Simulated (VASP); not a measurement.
Here is the system:

```yaml
crystal:
  lattice:
    - [4.69531, 0.00000, 0.00000]
    - [0.00000, 4.69531, 0.00000]
    - [0.00000, 0.00000, 4.69531]
  atoms:
    - { symbol: Cs, position: [0.00000, 0.00000, 0.00000] }
    - { symbol: I, position: [0.50000, 0.50000, 0.50000] }
```

These are vdW-DF2, VASP's PBE PAW potentials (set 64) (plane waves; VASP) values and carry that method's errors. Settings: 520 eV cut-off, Gaussian smearing of 0.050 eV, potentials Cs_sv I.

Unless said otherwise, spin-orbit coupling is left out, though it shifts the bands of the heavy elements here.

Give the energies of bands 6 to 11 at the high-symmetry points, in eV from the valence-band maximum.

```csv
band,Γ,X,M,R
6,-0.10,-1.40,-0.80,-1.14
7,-0.10,-0.21,-0.80,-1.14
8,-0.10,-0.21,0.00,-1.14
9,3.41,4.97,4.03,6.83
10,4.10,6.05,4.75,6.83
11,4.10,6.15,5.93,6.83
```

The gap is indirect, 3.41 eV, from the valence maximum at M to the conduction minimum at Γ.

Measured: gap 6.20 eV (computed value off by -2.79 eV), as given by Aguado et al., (1998), arXiv:cond-mat/9809176.

The compound is CsI in the CsCl type structure. It was relaxed first, which changed the volume by +8 %.
